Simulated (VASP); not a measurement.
Computed with LDA (Ceperley-Alder, Perdew-Zunger) + U (Dudarev), VASP's LDA PAW potentials (set 64) (plane waves; VASP 6.6.1).

VASP input:

**INCAR**
```
SYSTEM = CoO
PREC = Accurate
ENCUT = 280
EDIFF = 1E-6
NELM = 100
ALGO = Normal
LREAL = .FALSE.
LASPH = .TRUE.
ISMEAR = -1
SIGMA = 0.05
LMAXMIX = 4
LWAVE = .FALSE.
LCHARG = .FALSE.
ISIF = 2
ISPIN = 2
MAGMOM = 3.0 3.0 3.0 3.0 0.0 0.0 0.0 0.0
LORBIT = 11
LDAU = .TRUE.
LDAUTYPE = 2
LDAUL = 2 -1
LDAUU = 3.32 0
LDAUJ = 0 0
```

KPOINTS:
```
Automatic mesh
0
Gamma
8 8 1
0 0 0
```

POSCAR:
```
CoO
1.0
  2.9048220000   0.0000000000   0.0000000000
 -2.9048220000   2.9048220000   0.0000000000
  0.0000000000   0.0000000000  18.1620000000
Co O
4 4
Direct
 -0.0255150000   0.0047010000   0.3304110000
  1.0035010000   0.5020300000   0.4414140000
 -0.0053080000  -0.0017610000   0.5570130000
  1.0082070000   0.5043550000   0.6698690000
  0.0112950000   0.0166480000   0.4433120000
  0.9779640000   0.4753820000   0.3302430000
  0.0013720000   0.0016790000   0.6710990000
  1.0284850000   0.4969660000   0.5566390000
```

POTCAR, in this order: Co O (LDA.64 set). Program: vasp_std.

Output of the run:

OUTCAR:
```
 ion  position               nearest neighbor table
   1  0.974  0.005  0.330-   6 1.93   6 2.05   5 2.05   6 2.07   6 2.18   2 2.83   2 2.84   2 2.92
                             2 2.93
   2  0.004  0.502  0.441-   5 2.01   6 2.02   5 2.04   5 2.07   8 2.09   5 2.10   1 2.83   1 2.84
                             1 2.92   3 2.92   1 2.93   3 2.94   3 2.94   3 2.95
   3  0.995  0.998  0.557-   8 1.98   8 1.99   5 2.07   7 2.07   8 2.12   8 2.13   4 2.88   4 2.90
                             4 2.90   4 2.92   2 2.92   2 2.94   2 2.94   2 2.95
   4  0.008  0.504  0.670-   7 2.04   7 2.05   7 2.06   8 2.06   7 2.07   3 2.88   3 2.90   3 2.90
                             3 2.92
   5  0.011  0.017  0.443-   2 2.01   2 2.04   1 2.05   3 2.07   2 2.07   2 2.10
   6  0.978  0.475  0.330-   1 1.93   2 2.02   1 2.05   1 2.07   1 2.18
   7  0.001  0.002  0.671-   4 2.04   4 2.05   4 2.06   4 2.07   3 2.07
   8  0.028  0.497  0.557-   3 1.98   3 1.99   4 2.06   2 2.09   3 2.12   3 2.13
  LATTYP: Found a simple tetragonal cell.
 ALAT       =     2.9048220000
 C/A-ratio  =     6.2523624511
 Subroutine PRICEL returns:
 Original cell was already a primitive cell.
 Subroutine GETGRP returns: Found  1 space group operations
The static configuration has the point symmetry C_1 .
The dynamic configuration has the point symmetry C_1 .
The overall configuration has the point symmetry C_1 .
 Subroutine INISYM returns: Found  1 space group operations
 Subroutine IBZKPT returns following result:
 Found     34 irreducible k-points:
...
```

OSZICAR:
```
...
DAV:  12    -0.531060139007E+02   -0.24272E+01   -0.65644E+00  8328   0.357E+01    0.261E+01
DAV:  13    -0.515447650588E+02    0.15612E+01   -0.14042E+00  7480   0.258E+01    0.176E+01
DAV:  14    -0.510955386730E+02    0.44923E+00   -0.70274E-01  8720   0.115E+01    0.961E+00
DAV:  15    -0.513198988451E+02   -0.22436E+00   -0.13247E+00  9112   0.792E+00    0.488E+00
DAV:  16    -0.514763479190E+02   -0.15645E+00   -0.33479E-01  8012   0.808E+00    0.375E+00
DAV:  17    -0.514676443679E+02    0.87036E-02   -0.24682E-02  6154   0.107E+00    0.373E+00
DAV:  18    -0.514528166350E+02    0.14828E-01   -0.23417E-03  9268   0.408E-01    0.379E+00
DAV:  19    -0.514431646774E+02    0.96520E-02   -0.44504E-02  9628   0.126E+00    0.381E+00
DAV:  20    -0.514210740626E+02    0.22091E-01   -0.56432E-03  7780   0.560E-01    0.371E+00
DAV:  21    -0.514069772876E+02    0.14097E-01   -0.35955E-03  8992   0.522E-01    0.366E+00
DAV:  22    -0.514369177470E+02   -0.29940E-01   -0.74907E-02  9578   0.201E+00    0.365E+00
DAV:  23    -0.513785630479E+02    0.58355E-01   -0.23933E-02  8296   0.157E+00    0.358E+00
DAV:  24    -0.513959449611E+02   -0.17382E-01   -0.72830E-02  9412   0.205E+00    0.407E+00
DAV:  25    -0.513490564288E+02    0.46889E-01   -0.24456E-02  8040   0.159E+00    0.417E+00
DAV:  26    -0.514015298748E+02   -0.52473E-01   -0.10797E-01  9768   0.293E+00    0.408E+00
DAV:  27    -0.513897431546E+02    0.11787E-01   -0.53423E-03  5844   0.555E-01    0.405E+00
DAV:  28    -0.514570471450E+02   -0.67304E-01   -0.79350E-02  9194   0.281E+00    0.398E+00
DAV:  29    -0.516197899272E+02   -0.16274E+00   -0.21047E-01  9256   0.331E+00    0.360E+00
DAV:  30    -0.516000135536E+02    0.19776E-01   -0.41709E-02  7716   0.190E+00    0.363E+00
DAV:  31    -0.516266809426E+02   -0.26667E-01   -0.87177E-02  9662   0.266E+00    0.387E+00
DAV:  32    -0.516310271259E+02   -0.43462E-02   -0.85233E-03  7088   0.880E-01    0.382E+00
DAV:  33    -0.516168196156E+02    0.14208E-01   -0.37669E-03  8130   0.547E-01    0.368E+00
DAV:  34    -0.516066502452E+02    0.10169E-01   -0.83450E-02  9598   0.251E+00    0.301E+00
DAV:  35    -0.516766505350E+02   -0.70000E-01   -0.68944E-02  9442   0.348E+00    0.280E+00
DAV:  36    -0.517056444344E+02   -0.28994E-01   -0.11786E-02  7394   0.999E-01    0.289E+00
DAV:  37    -0.516376009890E+02    0.68043E-01   -0.51465E-02  9398   0.336E+00    0.285E+00
DAV:  38    -0.515925391194E+02    0.45062E-01   -0.16531E-01  9432   0.471E+00    0.355E+00
DAV:  39    -0.516441740856E+02   -0.51635E-01   -0.11957E-01  8432   0.270E+00    0.400E+00
DAV:  40    -0.516685119796E+02   -0.24338E-01   -0.20018E-02  8076   0.175E+00    0.365E+00
DAV:  41    -0.516948633663E+02   -0.26351E-01   -0.26329E-02  9176   0.290E+00    0.313E+00
DAV:  42    -0.517212418709E+02   -0.26379E-01   -0.19374E-02  9264   0.195E+00    0.265E+00
DAV:  43    -0.517476376390E+02   -0.26396E-01   -0.10264E-02  9028   0.127E+00    0.250E+00
DAV:  44    -0.517900364077E+02   -0.42399E-01   -0.30859E-02  9110   0.252E+00    0.279E+00
DAV:  45    -0.517977433692E+02   -0.77070E-02   -0.72098E-03  7470   0.744E-01    0.282E+00
DAV:  46    -0.518001274271E+02   -0.23841E-02   -0.11849E-03  8492   0.447E-01    0.280E+00
DAV:  47    -0.517987824422E+02    0.13450E-02   -0.47497E-04  7052   0.208E-01    0.279E+00
DAV:  48    -0.517984074500E+02    0.37499E-03   -0.43371E-03  8814   0.921E-01    0.267E+00
DAV:  49    -0.518047757509E+02   -0.63683E-02   -0.20382E-02  8960   0.187E+00    0.232E+00
DAV:  50    -0.518215038629E+02   -0.16728E-01   -0.37980E-02  8992   0.230E+00    0.179E+00
DAV:  51    -0.518456012270E+02   -0.24097E-01   -0.56732E-02  8916   0.318E+00    0.186E+00
DAV:  52    -0.518477327915E+02   -0.21316E-02   -0.17896E-02  7468   0.135E+00    0.146E+00
DAV:  53    -0.518482665960E+02   -0.53380E-03   -0.12213E-02  8528   0.146E+00    0.122E+00
DAV:  54    -0.518472699199E+02    0.99668E-03   -0.77867E-03  8244   0.924E-01    0.110E+00
DAV:  55    -0.518475272737E+02   -0.25735E-03   -0.27930E-03  7944   0.564E-01    0.103E+00
DAV:  56    -0.518470210614E+02    0.50621E-03   -0.26502E-03  8432   0.554E-01    0.940E-01
DAV:  57    -0.518465675974E+02    0.45346E-03   -0.29436E-03  8568   0.635E-01    0.977E-01
DAV:  58    -0.518471648160E+02   -0.59722E-03   -0.14971E-03  8280   0.538E-01    0.910E-01
DAV:  59    -0.518474190833E+02   -0.25427E-03   -0.13508E-03  8230   0.356E-01    0.816E-01
DAV:  60    -0.518475131070E+02   -0.94024E-04   -0.12814E-03  8720   0.347E-01    0.746E-01
DAV:  61    -0.518460934764E+02    0.14196E-02   -0.55892E-02  8954   0.268E+00    0.659E-01
DAV:  62    -0.518486488083E+02   -0.25553E-02   -0.47233E-03  5906   0.437E-01    0.582E-01
DAV:  63    -0.518482630263E+02    0.38578E-03   -0.38743E-05  8048   0.495E-02    0.582E-01
DAV:  64    -0.518480908273E+02    0.17220E-03   -0.29121E-05  7040   0.609E-02    0.578E-01
DAV:  65    -0.518471846392E+02    0.90619E-03   -0.33716E-04  8912   0.212E-01    0.581E-01
DAV:  66    -0.518440640619E+02    0.31206E-02   -0.25786E-03  8338   0.769E-01    0.761E-01
DAV:  67    -0.518431254280E+02    0.93863E-03   -0.21131E-03  8850   0.559E-01    0.642E-01
DAV:  68    -0.518431559196E+02   -0.30492E-04   -0.16731E-04  5884   0.935E-02    0.636E-01
DAV:  69    -0.518428680717E+02    0.28785E-03   -0.38743E-05  8714   0.777E-02    0.642E-01
DAV:  70    -0.518429325353E+02   -0.64464E-04   -0.57368E-06  5934   0.261E-02    0.642E-01
DAV:  71    -0.518451491114E+02   -0.22166E-02   -0.26551E-03  8212   0.660E-01    0.496E-01
DAV:  72    -0.518460575751E+02   -0.90846E-03   -0.70557E-04  7728   0.269E-01    0.507E-01
DAV:  73    -0.518467710674E+02   -0.71349E-03   -0.70503E-04  8344   0.273E-01    0.441E-01
DAV:  74    -0.518469586160E+02   -0.18755E-03   -0.13761E-03  8014   0.454E-01    0.312E-01
DAV:  75    -0.518473404396E+02   -0.38182E-03   -0.12214E-03  8744   0.378E-01    0.264E-01
DAV:  76    -0.518490840424E+02   -0.17436E-02   -0.24363E-03  8154   0.611E-01    0.353E-01
DAV:  77    -0.518492354652E+02   -0.15142E-03   -0.28749E-04  5730   0.119E-01    0.345E-01
DAV:  78    -0.518490603745E+02    0.17509E-03   -0.29901E-05  7326   0.659E-02    0.344E-01
DAV:  79    -0.518488189685E+02    0.24141E-03   -0.12534E-04  8902   0.124E-01    0.317E-01
DAV:  80    -0.518487764745E+02    0.42494E-04   -0.56100E-05  7344   0.656E-02    0.311E-01
DAV:  81    -0.518491422247E+02   -0.36575E-03   -0.42676E-04  8738   0.244E-01    0.219E-01
DAV:  82    -0.518480098095E+02    0.11324E-02   -0.11880E-03  8664   0.582E-01    0.219E-01
DAV:  83    -0.518479713696E+02    0.38440E-04   -0.73335E-04  9062   0.387E-01    0.214E-01
DAV:  84    -0.518475848008E+02    0.38657E-03   -0.93007E-04  8916   0.488E-01    0.171E-01
DAV:  85    -0.518475551085E+02    0.29692E-04   -0.53971E-04  8668   0.282E-01    0.158E-01
DAV:  86    -0.518479497695E+02   -0.39466E-03   -0.16804E-04  7968   0.197E-01    0.141E-01
DAV:  87    -0.518480941428E+02   -0.14437E-03   -0.49843E-05  8046   0.748E-02    0.131E-01
DAV:  88    -0.518482988668E+02   -0.20472E-03   -0.40061E-05  8438   0.952E-02    0.124E-01
DAV:  89    -0.518485158961E+02   -0.21703E-03   -0.57450E-05  9268   0.116E-01    0.112E-01
DAV:  90    -0.518489157356E+02   -0.39984E-03   -0.20933E-04  8582   0.239E-01    0.102E-01
DAV:  91    -0.518494026537E+02   -0.48692E-03   -0.55316E-04  9352   0.309E-01    0.115E-01
DAV:  92    -0.518487948167E+02    0.60784E-03   -0.31103E-04  7832   0.279E-01    0.118E-01
DAV:  93    -0.518490203650E+02   -0.22555E-03   -0.26507E-05  6218   0.633E-02    0.115E-01
DAV:  94    -0.518494193886E+02   -0.39902E-03   -0.26831E-04  8190   0.202E-01    0.142E-01
DAV:  95    -0.518498714105E+02   -0.45202E-03   -0.40332E-04  8702   0.247E-01    0.151E-01
DAV:  96    -0.518496652651E+02    0.20615E-03   -0.85380E-05  7078   0.110E-01    0.159E-01
DAV:  97    -0.518499164564E+02   -0.25119E-03   -0.72052E-05  8218   0.125E-01    0.146E-01
DAV:  98    -0.518500663021E+02   -0.14985E-03   -0.14586E-04  8708   0.131E-01    0.126E-01
DAV:  99    -0.518504170663E+02   -0.35076E-03   -0.33966E-04  8422   0.239E-01    0.152E-01
DAV: 100    -0.518506434255E+02   -0.22636E-03   -0.23733E-04  9102   0.165E-01
   1 F= -.51850643E+02 E0= -.51814853E+02  d E =-.715811E-01  mag=    11.5628
```

**OUTCAR**
```
------------------------ aborting loop EDIFF was not reached (unconverged)  ----------------------------
  FORCE on cell =-STRESS in cart. coord.  units (eV):
  Direction    XX          YY          ZZ          XY          YZ          ZX
  --------------------------------------------------------------------------------------
  Total      -28.4471454    -28.2075502    -25.0129076     -0.4384047     -0.0634476     -0.1402172
  in kB     -297.4038273   -294.8989534   -261.5002081     -4.5833503     -0.6633203     -1.4659161
  external PRESSURE =    -284.6009963 kB  Pullay stress =       0.0000000 kB
  volume of cell :      153.25
      direct lattice vectors                 reciprocal lattice vectors
     2.904822000  0.000000000  0.000000000     0.344255173  0.344255173  0.000000000
    -2.904822000  2.904822000  0.000000000     0.000000000  0.344255173  0.000000000
     0.000000000  0.000000000 18.162000000     0.000000000  0.000000000  0.055060015
 POSITION                                       TOTAL-FORCE (eV/Angst)
 -----------------------------------------------------------------------------------
      2.81705      0.01366      6.00092         0.676727     -0.495639      0.011297
     -1.44814      1.45831      8.01696        -0.092185      0.304265      0.401957
     -0.01030      2.89971     10.11647         0.623772     -0.067414      0.254527
     -1.44122      1.46506     12.16616        -0.158222     -0.016335     -0.162466
     -0.01555      0.04836      8.05143         0.156191     -0.334216     -0.104665
      1.45991      1.38090      5.99787        -0.682404      0.523467     -0.328071
     -0.00089      0.00488     12.18850         0.124744      0.027629      0.273358
     -1.36085      1.44360     10.10968        -0.648624      0.058243     -0.345936
 -----------------------------------------------------------------------------------
    total drift:                               -0.001666      0.001169     -0.006484
  FREE ENERGIE OF THE ION-ELECTRON SYSTEM (eV)
  ---------------------------------------------------
  free  energy   TOTEN  =       -51.8506434255 eV

  energy  without entropy=      -51.7790623271  energy(sigma->0) =      -51.81485288

 total charge

# of ion       s       p       d       tot
------------------------------------------
    1        0.327   0.407   7.198   7.932
    2        0.342   0.458   7.240   8.040
    3        0.336   0.455   7.237   8.028
    4        0.314   0.382   7.239   7.935
    5        1.667   3.572   0.000   5.239
    6        1.666   3.544   0.000   5.210
    7        1.670   3.500   0.000   5.169
    8        1.666   3.575   0.000   5.242
--------------------------------------------------
tot          7.987  15.894  28.914  52.796

 magnetization (x)

# of ion       s       p       d       tot
------------------------------------------
    1        0.028   0.029   2.595   2.652
    2        0.016   0.019   2.626   2.662
    3        0.021   0.022   2.614   2.657
    4        0.025   0.023   2.374   2.422
    5        0.029   0.251   0.000   0.281
    6        0.022   0.212   0.000   0.234
    7        0.020   0.150   0.000   0.171
    8        0.028   0.229   0.000   0.257
--------------------------------------------------
tot          0.189   0.937  10.209  11.336
```
(Selected blocks of OUTCAR.)

**stdout**
```
...
DAV:  81    -0.518491422247E+02   -0.36575E-03   -0.42676E-04  8738   0.244E-01    0.219E-01
DAV:  82    -0.518480098095E+02    0.11324E-02   -0.11880E-03  8664   0.582E-01    0.219E-01
DAV:  83    -0.518479713696E+02    0.38440E-04   -0.73335E-04  9062   0.387E-01    0.214E-01
DAV:  84    -0.518475848008E+02    0.38657E-03   -0.93007E-04  8916   0.488E-01    0.171E-01
DAV:  85    -0.518475551085E+02    0.29692E-04   -0.53971E-04  8668   0.282E-01    0.158E-01
DAV:  86    -0.518479497695E+02   -0.39466E-03   -0.16804E-04  7968   0.197E-01    0.141E-01
DAV:  87    -0.518480941428E+02   -0.14437E-03   -0.49843E-05  8046   0.748E-02    0.131E-01
DAV:  88    -0.518482988668E+02   -0.20472E-03   -0.40061E-05  8438   0.952E-02    0.124E-01
DAV:  89    -0.518485158961E+02   -0.21703E-03   -0.57450E-05  9268   0.116E-01    0.112E-01
DAV:  90    -0.518489157356E+02   -0.39984E-03   -0.20933E-04  8582   0.239E-01    0.102E-01
DAV:  91    -0.518494026537E+02   -0.48692E-03   -0.55316E-04  9352   0.309E-01    0.115E-01
DAV:  92    -0.518487948167E+02    0.60784E-03   -0.31103E-04  7832   0.279E-01    0.118E-01
DAV:  93    -0.518490203650E+02   -0.22555E-03   -0.26507E-05  6218   0.633E-02    0.115E-01
DAV:  94    -0.518494193886E+02   -0.39902E-03   -0.26831E-04  8190   0.202E-01    0.142E-01
DAV:  95    -0.518498714105E+02   -0.45202E-03   -0.40332E-04  8702   0.247E-01    0.151E-01
DAV:  96    -0.518496652651E+02    0.20615E-03   -0.85380E-05  7078   0.110E-01    0.159E-01
DAV:  97    -0.518499164564E+02   -0.25119E-03   -0.72052E-05  8218   0.125E-01    0.146E-01
DAV:  98    -0.518500663021E+02   -0.14985E-03   -0.14586E-04  8708   0.131E-01    0.126E-01
DAV:  99    -0.518504170663E+02   -0.35076E-03   -0.33966E-04  8422   0.239E-01    0.152E-01
DAV: 100    -0.518506434255E+02   -0.22636E-03   -0.23733E-04  9102   0.165E-01

 -----------------------------------------------------------------------------
|                                                                             |
|           W    W    AA    RRRRR   N    N  II  N    N   GGGG   !!!           |
|           W    W   A  A   R    R  NN   N  II  NN   N  G    G  !!!           |
|           W    W  A    A  R    R  N N  N  II  N N  N  G       !!!           |
|           W WW W  AAAAAA  RRRRR   N  N N  II  N  N N  G  GGG   !            |
|           WW  WW  A    A  R   R   N   NN  II  N   NN  G    G                |
|           W    W  A    A  R    R  N    N  II  N    N   GGGG   !!!           |
|                                                                             |
|     The electronic self-consistency was not achieved in the given           |
|     number of steps (NELM). The forces and other quantities evaluated       |
|     might not be reliable so examine the results carefully. If you find     |
|     spurious results, we suggest increasing NELM, if you were close to      |
|     convergence or switching to a different ALGO or adjusting the           |
|     density mixing parameters otherwise.                                    |
|                                                                             |
 -----------------------------------------------------------------------------

   1 F= -.51850643E+02 E0= -.51814853E+02  d E =-.715811E-01  mag=    11.5628
```

Convergence was not reached.

At this cut-off the stress carries a Pulay error, which pulls relaxed volumes low. The cell holds a wide vacuum, so values per volume refer to the whole cell.  The moments were started parallel, and other spin orders were not tried in this run.

The cell is a sheet with vacuum, built from a generated structure. A gapless solution with U can be a metastable orbital state.
